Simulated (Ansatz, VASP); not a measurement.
# WC: VASP beside Ansatz

Wanted: the spread between two codes on one cell, functional and k mesh. The cell is taken from a series of runs on this material, whose earlier steps may have relaxed, scaled, displaced or heated it; both programs get it as it stands.

Main program and level: Ansatz 0.2.0; plane waves, with VASP 6.6.1 beside it; PBEsol.

### 1. Starting point

It takes space group P4/nmm (No. 129, tetragonal). Conventional cell: a = 3.073 Å, b = 3.073 Å, c = 4.345 Å, α = 90.00°, β = 90.00°, γ = 90.00°. W has 6 C at 2.17 to 2.18 Å nearest. C has 6 W at 2.17 to 2.18 Å nearest. Farther neighbours are not listed.

Structure file:

```xyz
4
Lattice="0.0000 -2.1726 -2.1726 0.0000 2.1726 -2.1726 4.3453 0.0000 0.0000" Properties=species:S:1:pos:R:3 pbc="T T T"
W     2.2078    0.0000   -2.1726
W     4.3101    0.0000    0.0000
C     0.0400    0.0000   -2.1726
C     2.1326    0.0000    0.0000
```

### 2. VASP: single point, PBEsol, pair 1

A single point takes one fixed geometry, so differences don't come from the geometry; what else differs is listed under the comparison.

Lines of VASP's logs that name or quote its potential files are left out, and so is its time.

INCAR

```
SYSTEM = WC
PREC = Accurate
ENCUT = 600
EDIFF = 1E-06
NELM = 120
ISMEAR = 1
SIGMA = 0.15
LREAL = .FALSE.
ALGO = Normal
GGA = PS
NBANDS = 16
LASPH = .TRUE.
LORBIT = 11
LWAVE = .FALSE.
LCHARG = .FALSE.
ISIF = 2
GGA_COMPAT = .FALSE.
KPAR = 2
```

POSCAR

```
WC
1.0
    0.0000000000     -2.1726318679     -2.1726318679
    0.0000000000      2.1726318679     -2.1726318679
    4.3452637359      0.0000000000      0.0000000000
W C
2 2
Direct
    0.5000000000      0.5000000000      0.5080935816
    0.0000000000      0.0000000000      0.9919064184
    0.5000000000      0.5000000000      0.0092054251
    0.0000000000      0.0000000000      0.4907945749
```

KPOINTS

```
Automatic mesh
0
Gamma
12 12 10
0 0 0
```

PAW data sets: W and C (PBE family, release 64).

The run is started by

```
$ mpirun -np 2 vasp_std
```

Numbers of over 12 decimals in the logs are rounded to 6 here.

Log:

```text
[banner, memory and clock lines left out]
running    2 mpi-ranks, on    1 nodes
 distrk:  each k-point on    1 cores,    2 groups
 distr:  one band on    1 cores,    1 groups

 POSCAR found type information on POSCAR W C
 POSCAR found :  2 types and       4 ions
|                                                                             |
|               ----> ADVICE to this user running VASP <----                  |
|                                                                             |
|     You enforced a specific xc type in the INCAR file but a different       |
|     [... a line on the potential file left out ...]
|     I HOPE YOU KNOW WHAT YOU ARE DOING!                                     |
|                                                                             |

 LDA part: xc-table for (Slater+PW92), standard interpolation
 POSCAR, INCAR and KPOINTS ok, starting setup
 FFT: planning ... GRIDC
 FFT: planning ... GRID_SOFT
 FFT: planning ... GRID
 WAVECAR not read
 entering main loop
       N       E                     dE             d eps       ncg     rms          rms(c)
DAV:   1     0.826882930847E+02    0.82688E+02   -0.10482E+04  5376   0.129E+03
DAV:   2    -0.447991469341E+02   -0.12749E+03   -0.12323E+03  6808   0.316E+02
DAV:   3    -0.527137773495E+02   -0.79146E+01   -0.76539E+01  7736   0.622E+01
DAV:   4    -0.528502704135E+02   -0.13649E+00   -0.13639E+00  6120   0.966E+00
DAV:   5    -0.528528425559E+02   -0.25721E-02   -0.25716E-02  7648   0.113E+00    0.492E+01
DAV:   6    -0.463941632294E+02    0.64587E+01   -0.30042E+01  6936   0.332E+01    0.166E+01
DAV:   7    -0.462070817358E+02    0.18708E+00   -0.13939E+00  6136   0.900E+00    0.113E+01
DAV:   8    -0.461464861917E+02    0.60596E-01   -0.19975E-01  6304   0.310E+00    0.197E+00
DAV:   9    -0.461377465161E+02    0.87397E-02   -0.44331E-02  6552   0.121E+00    0.527E-01
DAV:  10    -0.461371343112E+02    0.61220E-03   -0.28195E-03  6864   0.436E-01    0.136E-01
DAV:  11    -0.461371231348E+02    0.11176E-04   -0.12356E-04  7248   0.852E-02    0.101E-02
DAV:  12    -0.461371197966E+02    0.33382E-05   -0.44265E-06  6608   0.182E-02    0.637E-03
DAV:  13    -0.461371188780E+02    0.91868E-06   -0.18672E-06  4192   0.818E-03
   1 F= -.46137119E+02 E0= -.46137106E+02  d E =-.394618E-04
```

Parts of OUTCAR (step 2):

```text
ion  position               nearest neighbor table
   1  0.500  0.500  0.508-   3 2.17   4 2.17   4 2.17   4 2.17   4 2.17   3 2.18   2 3.02   2 3.02
                             2 3.02   2 3.02   2 3.12   2 3.12   2 3.12   2 3.12
   2  0.000  0.000  0.992-   4 2.17   3 2.17   3 2.17   3 2.17   3 2.17   4 2.18   1 3.02   1 3.02
                             1 3.02   1 3.02   1 3.12   1 3.12   1 3.12   1 3.12
   3  0.500  0.500  0.009-   1 2.17   2 2.17   2 2.17   2 2.17   2 2.17   1 2.18
   4  0.000  0.000  0.491-   2 2.17   1 2.17   1 2.17   1 2.17   1 2.17   2 2.18

  LATTYP: Found a simple tetragonal cell.
 ALAT       =     3.0725654536
 C/A-ratio  =     1.4142135624

 Subroutine GETGRP returns: Found 16 space group operations
 (whereof  8 operations were pure point group operations)

The static configuration has the point symmetry C_4v.
 The point group associated with its full space group is D_4h.

 Found    168 irreducible k-points:

   k-points           NKPTS =    168   k-points in BZ     NKDIM =    168   number of bands    NBANDS=     16

   dimension x,y,z NGX =    28 NGY =   28 NGZ =   36
   dimension x,y,z NGXF=    56 NGYF=   56 NGZF=   72

   ENCUT  =  600.0 eV  44.10 Ry    6.64 a.u.   6.14  6.14  8.68*2*pi/ulx,y,z

   NELECT =      20.0000    total number of electrons

 k-points in reciprocal lattice and weights: Automatic mesh
   0.00000000  0.00000000  0.00000000       0.001
   0.08333333  0.00000000  0.00000000       0.003
   0.16666667  0.00000000  0.00000000       0.003
   0.25000000  0.00000000  0.00000000       0.003
   0.33333333  0.00000000  0.00000000       0.003
   0.41666667  0.00000000  0.00000000       0.003
   0.50000000  0.00000000  0.00000000       0.001
   0.08333333  0.08333333  0.00000000       0.003
   0.16666667  0.08333333  0.00000000       0.006
[...]
0.50000000  0.41666667  0.50000000       0.003
   0.50000000  0.50000000  0.50000000       0.001

 average (electrostatic) potential at core
       1 -36.8085       2 -36.8085       3 -46.0059       4 -46.0059

 E-fermi :   9.8368

 k-point     1 :       0.0000    0.0000    0.0000
  band No.  band energies     occupation
    ...
     10       8.8421      2.00000
     11       8.8711      2.00000
     12       8.8711      2.00000
     13       8.8919      2.00000
     14       8.9068      2.00000
     15      10.7514     -0.00000
     16      12.2603     -0.00000

 k-point     2 :       0.0833    0.0000    0.0000
  band No.  band energies     occupation
    ...
      9       7.3165      2.00000
     10       7.4166      2.00000
     11       8.2291      2.00000
     12       9.2012      2.00000
     13       9.8515      0.83456
     14      10.5944     -0.00000
     15      11.5133     -0.00000
     16      12.1633     -0.00000

 k-point     3 :       0.1667    0.0000    0.0000
  band No.  band energies     occupation
    ...
      8       6.0157      2.00000
      9       7.2872      2.00000
     10       7.5323      2.00000
     11       8.4374      2.00000
     12       9.7861      1.53736
     13      10.7154     -0.00000
     14      11.8017     -0.00000
     15      12.4667     -0.00000
     16      12.5533     -0.00000

  Total        0.7440873     -0.3275583     -0.3275583     -0.0000000      0.0000000     -0.0000000
  in kB       29.0613686    -12.7932452    -12.7932452     -0.0000000      0.0000000     -0.0000000
  external PRESSURE =       1.1582927 kB  Pullay stress =       0.0000000 kB

  energy-cutoff  :      600.00
  volume of cell :       41.02
      direct lattice vectors                 reciprocal lattice vectors
     0.000000000 -2.172631868 -2.172631868     0.000000000 -0.230135628 -0.230135628
     0.000000000  2.172631868 -2.172631868     0.000000000  0.230135628 -0.230135628
     4.345263736  0.000000000  0.000000000     0.230135628  0.000000000  0.000000000

 POSITION                                       TOTAL-FORCE (eV/Angst)
 -----------------------------------------------------------------------------------
      2.20780      0.00000     -2.17263         0.555008     -0.000000     -0.000000
      4.31009      0.00000      0.00000        -0.555008      0.000000      0.000000
      0.04000      0.00000     -2.17263        -0.020904      0.000000      0.000000
      2.13263      0.00000      0.00000         0.020904     -0.000000     -0.000000
 -----------------------------------------------------------------------------------
    total drift:                                0.000000      0.000000     -0.000000

  FREE ENERGIE OF THE ION-ELECTRON SYSTEM (eV)
  ---------------------------------------------------
  free  energy   TOTEN  =       -46.1371188780 eV

  energy  without entropy=      -46.1370794161  energy(sigma->0) =      -46.13710572

 total charge
# of ion       s       p       d       tot
------------------------------------------
    1        0.573   0.809   4.385   5.766
    2        0.573   0.809   4.385   5.766
    3        0.854   1.587   0.000   2.441
    4        0.854   1.587   0.000   2.441
--------------------------------------------------
tot          2.854   4.790   8.769  16.413

[... 3 further parts left out ...]
```

The run ends at a pressure of 0.12 GPa, with forces up to 0.56 eV/Å.

### 3. Ansatz: single point, PBEsol, pair 1

Ansatz runs on its default PAW (the set named soft_2) files.

The same cell, functional, mesh and smearing now go to Ansatz, which takes its cutoff from its data sets.

input.yaml

```yaml
crystal:
  lattice:
    - [0.0, -2.1726318679, -2.1726318679]
    - [0.0, 2.1726318679, -2.1726318679]
    - [4.3452637359, 0.0, 0.0]
  atoms:
    - { symbol: W, position: [0.5, 0.5, 0.5080935816] }
    - { symbol: W, position: [0.0, 0.0, -0.0080935816] }
    - { symbol: C, position: [0.5, 0.5, 0.0092054251] }
    - { symbol: C, position: [0.0, 0.0, 0.4907945749] }
kpoints:
  mp_grid: { grid: [12, 12, 10] }
hamiltonian:
  xc: pbesol
scf:
  occupations: { method: methfessel_paxton, width: 0.15 }
output:
  forces: true
  stress: true
  eigenvalues: true
```

The run is started by

```
$ ansatz run input.yaml --threads 4 --pin off --max-ram 7168MiB --backend cpu --events-out ev --progress --plain --runs-dir out
```

Log:

```text
Engine: ansatz 0.2.0, aarch64-unknown-linux-gnu
Pseudopotentials: kind: paw
Pseudopotential: W, paw, valence charge 14, recommended cutoff 420 eV (normal), W.paw.azcp
Pseudopotential: C, paw, valence charge 4, recommended cutoff 420 eV (normal), C.paw.azcp
Functional definition: PBEsol
  exchange = pbesol_x
  correlation = pbesol_c
Crystal: 4 atoms, lattice volume = 41.022 Å³
Basis set: ecut = 420 eV, 799 PW (Γ), exchange–correlation on 48×48×60 points (8 copies of the dense FFT grid, shifted against one another)
Bands: 22, of which v1, the nominal top of the filled ones, is band 18 counted from 1 (17 counted from 0)
Symmetry: 16 space group operations
Space group: P4/nmm (ITA 129), of the structure as read, at distance tolerance 3.4e-5 Å
k-points: 168 of 1440
Non-local potential: W, projectors of the file, l = 0: 3, l = 1: 2, l = 2: 2, l = 3: 1
Non-local potential: C, projectors of the file, l = 0: 2, l = 1: 2, l = 2: 1
PAW form: soft (Blöchl's): semilocal exchange-correlation on the pseudo side does not see the compensation charge
PAW frozen core: W, regenerated for the run's functional, and the local potential with it (the file was generated under x = pbe(κ = 0.804, μ = 0.219515), c = pbe(β = 0.066725))
PAW frozen core: C, regenerated for the run's functional, and the local potential with it (the file was generated under x = pbe(κ = 0.804, μ = 0.219515), c = pbe(β = 0.066725))
PAW one-centre angular grid: W, 590 points (default); XC on 64 Gauss nodes
PAW one-centre angular grid: C, 110 points (default); XC on 64 Gauss nodes
Initial density: superposition of atomic densities (neutral atoms: chi_scale 0, normalization atom), corrected by the library's trained network
Initial wavefunctions: pseudopotential atomic-orbital guess
Functional: x = pbesol(κ = 0.804, μ = 0.123457), c = pbesol(β = 0.046)
SCF iter   1: F=—  HF=-21005.679994 eV  |F-HF|=—  |Δ(HF+E_count)|=         —  Δρ=6.99e-3  dr2=1.63e-2  ethr=1.77e-3  ⟨swp⟩=5.0  Hψ=36254  notcnv=0
automatic band count: the SCF goes on with 26 bands, as 22 were too few: the levels above may hold too much charge
preconditioner: auto → Kerker (q_TF=auto, 2.670 Å⁻¹)  [metal: Δε(μ)=0.011 eV  Ē_g=10.037 eV  σ=0.150 eV  W_gap=0.06  n_scr=14 (ndim 8)  ℏωp=25.9 eV  f_vac=0.000  D(μ)=1.77/eV (n_scr^D=14)]
SCF iter   2: F=—  HF=-21005.677600 eV  |F-HF|=—  |Δ(HF+E_count)|=   2.39e-3  S|Δr|=    0.00e0  Δρ=3.81e-3  dr2=4.70e-3  ethr=4.53e-5  ⟨swp⟩=1.0  Hψ=5714  notcnv=0  defer=1
SCF iter   3: F=—  HF=-21005.676747 eV  |F-HF|=—  |Δ(HF+E_count)|=   8.52e-4  S|Δr|=    0.00e0  Δρ=3.44e-4  dr2=3.01e-5  ethr=1.31e-5  ⟨swp⟩=2.0  Hψ=5543  notcnv=0  defer=1
SCF iter   4: F=—  HF=-21005.676739 eV  |F-HF|=—  |Δ(HF+E_count)|=   7.98e-6  S|Δr|=    0.00e0  Δρ=6.83e-5  dr2=1.46e-6  ethr=8.36e-8  ⟨swp⟩=2.0  Hψ=5609  notcnv=0  defer=1
SCF iter   5: F=-21005.676739 eV  HF=-21005.676739 eV  |F-HF|=2.60e-8  |Δ(HF+E_count)|=   1.90e-7  S|Δr|=    0.00e0  Δρ=1.03e-5  dr2=4.93e-8  ethr=2.78e-10  ⟨swp⟩=8.7  Hψ=19944  notcnv=0
SCF 1 converged in 5 iterations: F = -21005.676739 eV  dr2 = 4.93e-8
  greatest PAW one-centre occupation: 1.000 electrons in one spin orbital (limit 2), on the W atom at site 1 (counted from 0), in its partial waves of l = 0
SCF converged after 5 iterations
Stability not checked: this state was not tested for a lower state beside it, because cold or Methfessel-Paxton smearing, or corrected tetrahedra, fill the levels in a way that the test cannot read (fill_not_monotonic; see scf.lower_state_search)
Free energy (F): -21005.676739 eV
Harris-Foulkes:  -21005.676739 eV  (|F-HF|=2.60e-8)
Internal energy: -21005.676800 eV  (E = F + TS)
E sigma→0 (E₀):  -21005.676754 eV
Entropy (-TS):   0.000061 eV (0.015 meV/atom)
Fermi energy:    22.253490 eV
--- Per-component energies (eV) ---
  E_band       = -106.299360
  E_kinetic    = 1086.529344
  E_local      = -1285.330312  (includes V_loc(G=0)·N_el)
  E_nonlocal   = 58.144580
  E_hartree    = 450.978515
  E_xc         = -629.076713
  E_vxc        = -600.157189  (∫ρ·V_xc dr)
  E_paw        = -17062.304954  (= ΣΔE_a)
  E_vpaw       = -267.443726  (= ΣTr[D̂ρ^β])
  E_aug_tail   = -0.000136  (compensation charges beyond the density's cutoff)
  E_ewald      = -3625.102911
  E_core_change = 0.485785  (= ΣΔE_core)
  E_smearing   = 0.000061  (= −TS)
  E_closure    = -0.000000  (closes the sum)
  Σ components = -21005.676739   (vs F -21005.676739, Δ=0.00e0)
--- Forces (eV/Å), atoms counted from 1 ---
  atom   1  W      0.53500396    -0.00000000    -0.00000000
  atom   2  W     -0.53500396     0.00000000    -0.00000000
  atom   3  C     -0.01990772     0.00000000     0.00000000
  atom   4  C      0.01990772    -0.00000000     0.00000000
  max |Σ_I F_I| component: 1.73e-18 eV/Å
--- Stress (GPa, compression-positive) ---
        2.729068      -0.000000       0.000000
       -0.000000      -1.563813      -0.000000
        0.000000       0.000000      -1.563813
  P = ⅓ Tr σ = -0.1329 GPa (-1.329 kbar)
--- Band table (eV; the first three rows and the last of 168) ---
  k-point 0: bands = [... 14 lower, 19.4371, 19.8904, 19.8904, 21.2160, 21.2160, 21.2354, 21.2883, 21.3526, ... 4 higher]
  k-point 1: bands = [... 14 lower, 19.3255, 19.6980, 19.7954, 19.7954, 21.3272, 21.4716, 21.4716, 22.8854, ... 4 higher]
  k-point 2: bands = [... 14 lower, 18.9695, 19.0196, 19.5703, 19.5703, 21.4414, 22.0699, 22.0699, 22.9940, ... 4 higher]
  k-point 167: bands = [... 14 lower, 16.3217, 16.3217, 22.2452, 22.2452, 23.4233, 23.4233, 24.6897, 24.6897, ... 4 higher]
```

The run ends at a pressure of -0.13 GPa, with forces up to 0.54 eV/Å.

### 4. Side by side

Known differences besides the potentials themselves: the data sets hold 36 valence electrons in Ansatz (on its default PAW (the set named soft_2) files) and 20 in VASP; the cutoff is 420 eV in Ansatz and 600 eV in VASP; Ansatz makes its cores anew for this functional, VASP keeps those of its PBE data sets. Total energies have different zeros and are not compared.

Both answers:

| quantity | Ansatz | VASP | difference |
| --- | --- | --- | --- |
| pressure (GPa) | -0.13 | 0.12 | -0.25 |

Forces (eV/Å; atoms numbered as in POSCAR):

| atom | Ansatz x, y, z | VASP x, y, z |
| --- | --- | --- |
| W1 | 0.535, 0.000, 0.000 | 0.555, 0.000, 0.000 |
| W2 | -0.535, 0.000, 0.000 | -0.555, 0.000, 0.000 |
| C3 | -0.020, 0.000, 0.000 | -0.021, 0.000, 0.000 |
| C4 | 0.020, 0.000, 0.000 | 0.021, 0.000, 0.000 |

The forces differ by 8.2 meV/Å r.m.s., which is 3.6 % of the r.m.s. force of 0.227 eV/Å (both taken over all components).

### 5. VASP: single point, PBEsol, pair 2

With cell and atoms fixed, the geometry can't cause a difference; cores, projectors, grids and the points listed under the comparison can.

INCAR is that of step 2.

POSCAR

```
WC
1.0
    0.0000000000     -2.1726318679     -2.1726318679
    0.0000000000      2.1726318679     -2.1726318679
    4.3452637359      0.0000000000      0.0000000000
W C
2 2
Direct
    0.5000000000      0.5000000000      0.5161871631
    0.0000000000      0.0000000000      0.9838128369
    0.5000000000      0.5000000000      0.0184108503
    0.0000000000      0.0000000000      0.4815891497
```

KPOINTS is that of step 2.

The run is started by

```
$ mpirun -np 2 vasp_std
```

Log:

```text
[banner, memory and clock lines left out]
running    2 mpi-ranks, on    1 nodes
[...]
[... a notice as in an earlier step ...]

 LDA part: xc-table for (Slater+PW92), standard interpolation
 POSCAR, INCAR and KPOINTS ok, starting setup
[...]
entering main loop
       N       E                     dE             d eps       ncg     rms          rms(c)
DAV:   1     0.826985767301E+02    0.82699E+02   -0.10481E+04  5376   0.129E+03
DAV:   2    -0.447541078590E+02   -0.12745E+03   -0.12330E+03  6800   0.316E+02
DAV:   3    -0.527190200317E+02   -0.79649E+01   -0.77173E+01  7720   0.625E+01
DAV:   4    -0.528574537745E+02   -0.13843E+00   -0.13833E+00  6128   0.978E+00
[...]
DAV:  11    -0.461708110585E+02    0.42809E-04   -0.20369E-04  7176   0.962E-02    0.110E-02
DAV:  12    -0.461708085680E+02    0.24905E-05   -0.11158E-05  6640   0.278E-02    0.927E-03
DAV:  13    -0.461708077535E+02    0.81448E-06   -0.22072E-06  4464   0.906E-03
   1 F= -.46170808E+02 E0= -.46171224E+02  d E =0.124777E-02
```

OUTCAR, selected parts (step 5):

```text
  Total        1.7118239     -0.8851961     -0.8851961      0.0000000      0.0000000      0.0000000
  in kB       66.8576709    -34.5725685    -34.5725685      0.0000000      0.0000000      0.0000000
  external PRESSURE =      -0.7624887 kB  Pullay stress =       0.0000000 kB

 POSITION                                       TOTAL-FORCE (eV/Angst)
 -----------------------------------------------------------------------------------
      2.24297      0.00000     -2.17263         0.579035      0.000000      0.000000
      4.27493      0.00000      0.00000        -0.579035     -0.000000     -0.000000
      0.08000      0.00000     -2.17263        -0.230716     -0.000000      0.000000
      2.09263      0.00000      0.00000         0.230716      0.000000     -0.000000
 -----------------------------------------------------------------------------------
    total drift:                               -0.000000      0.000000     -0.000000

  FREE ENERGIE OF THE ION-ELECTRON SYSTEM (eV)
  ---------------------------------------------------
  free  energy   TOTEN  =       -46.1708077535 eV

  energy  without entropy=      -46.1720555244  energy(sigma->0) =      -46.17122368

[... 2 parts as in an earlier step ...]

[... 1 further part left out ...]
[key lines of the parts left out:]
E-fermi :   9.7590
```

The run ends at a pressure of -0.08 GPa, with forces up to 0.58 eV/Å.

### 6. Ansatz: single point, PBEsol, pair 2

The same cell, functional, mesh and smearing now go to Ansatz, which takes its cutoff from its data sets.

The cell is taken from a series of runs on this material, whose earlier steps may have relaxed, scaled, displaced or heated it; both programs get it as it stands.

input.yaml, the sections that differ from step 3:

```yaml
crystal:
  lattice:
    - [0.0, -2.1726318679, -2.1726318679]
    - [0.0, 2.1726318679, -2.1726318679]
    - [4.3452637359, 0.0, 0.0]
  atoms:
    - { symbol: W, position: [0.5, 0.5, 0.5161871631] }
    - { symbol: W, position: [0.0, 0.0, -0.0161871631] }
    - { symbol: C, position: [0.5, 0.5, 0.0184108503] }
    - { symbol: C, position: [0.0, 0.0, 0.4815891497] }
# kpoints, hamiltonian, scf, output: as in step 3
```

The run is started by

```
$ ansatz run input.yaml --threads 4 --pin off --max-ram 7168MiB --backend cpu --events-out ev --progress --plain --runs-dir out
```

Log:

```text
[...]
Crystal: 4 atoms, lattice volume = 41.022 Å³
Basis set: ecut = 420 eV, 799 PW (Γ), exchange–correlation on 48×48×60 points (8 copies of the dense FFT grid, shifted against one another)
Bands: 22, of which v1, the nominal top of the filled ones, is band 18 counted from 1 (17 counted from 0)
Symmetry: 16 space group operations
[...]
k-points: 168 of 1440
[...]
k-point 0: bands = [... 14 lower, 19.4586, 20.0694, 20.0694, 21.1750, 21.1750, 21.2596, 21.2611, 21.5180, ... 4 higher]
  k-point 1: bands = [... 14 lower, 19.3484, 19.8051, 19.9689, 19.9689, 21.2972, 21.4149, 21.4149, 22.9600, ... 4 higher]
  k-point 2: bands = [... 14 lower, 18.8157, 19.0475, 19.7399, 19.7399, 21.4064, 21.9739, 21.9739, 23.0314, ... 4 higher]
  k-point 167: bands = [... 14 lower, 16.5348, 16.5348, 21.7365, 21.7365, 24.0841, 24.0841, 24.6724, 24.6724, ... 4 higher]
[key lines of the parts left out:]
SCF converged after 6 iterations
Free energy (F): -21005.708167 eV
Fermi energy:    22.174263 eV
P = ⅓ Tr σ = -0.2744 GPa (-2.744 kbar)
```

The run ends at a pressure of -0.27 GPa, with forces up to 0.54 eV/Å.

[end of part 1 of 2]

[Lines on the potential files, build, host, timing and source positions are cut from VASP's logs without a mark.]

[Logs are printed without paths, hosts, clocks, repeated set-up lines and the standing remarks that a program may print on its own settings, such as how far it seeks lower states.]

[Hosts, paths, dates, database ids (printed as entryN), source tags and the programs' standing remarks are cut or masked in the printed files.]
